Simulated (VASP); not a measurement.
VASP runs on ZrS₂ share one base input (PBE GGA, plane waves, VASP's PBE PAW potentials (set 64)) and change the settings named in each case.

File POSCAR:
```
ZrS2
1
    3.5728920000     0.0000000000     0.0000000000
   -1.7864460000     3.0942150000     0.0000000000
    0.0000000000     0.0000000000    12.9100000000
Zr S
1 2
Direct
  0.0000000000   0.0000000000   0.5000000000
  0.3333330000   0.6666670000   0.6127030000
  0.6666670000   0.3333330000   0.3872970000
```

**INCAR**
```
SYSTEM = ZrS2
PREC = Accurate
ENCUT = 300
EDIFF = 1E-6
NELM = 100
ALGO = Normal
LREAL = .FALSE.
LASPH = .TRUE.
ISMEAR = -1
SIGMA = 0.1
GGA = PE
LMAXMIX = 4
LWAVE = .FALSE.
LCHARG = .FALSE.
ISIF = 2
```

KPOINTS:
```
Automatic mesh
0
Gamma
6 6 1
0 0 0
```

POTCAR, in this order: Zr_sv S (PBE.64 set). Program: vasp_std.

| change | E(σ→0) (eV/atom) | largest force (eV/Å) | gap on the mesh (eV) | −TS (eV) |
|---|---|---|---|---|
| base run | -7.1057 | 0.572 | 0.96 | -0.0016 |
| GGA = PS | -7.4889 | [?] | [?] | [?] |
| GGA_COMPAT = .FALSE., LNONCOLLINEAR = .TRUE., LSORBIT = .TRUE., MAGMOM = 0.0 0.0 0.0 0.0 0.0 0.0 0.0 0.0 0.0, program vasp_ncl | -7.1290 | 0.572 | 0.91 | -0.0016 |
| KPOINTS 4×4×1 Γ-centred mesh | -7.0813 | 0.559 | - | -0.0034 |
| LDAU = .TRUE., LDAUJ = 0 0, LDAUL = 2 -1, LDAUTYPE = 2, LDAUU = 5.0 0 | -6.1412 | 1.151 | 1.50 | -0.0002 |

Question: Complete the blanks.

Answer: 
- GGA = PS, largest force (eV/Å): 0.287
- GGA = PS, gap on the mesh (eV): 0.88
- GGA = PS, −TS (eV): -0.0021

Energies of different potentials or functionals have different zeros.  The cell holds a wide vacuum, so values per volume refer to the whole cell.

Left out are runs that ran out of time, are held back, or changed the cell or the kind of run, fixed moments of cells without a moment, rows past the twelfth, gaps on odd meshes, pressures of charged cells and columns that move by less than the noise.

The cell is a sheet or thin cut with vacuum, built from a generated structure.
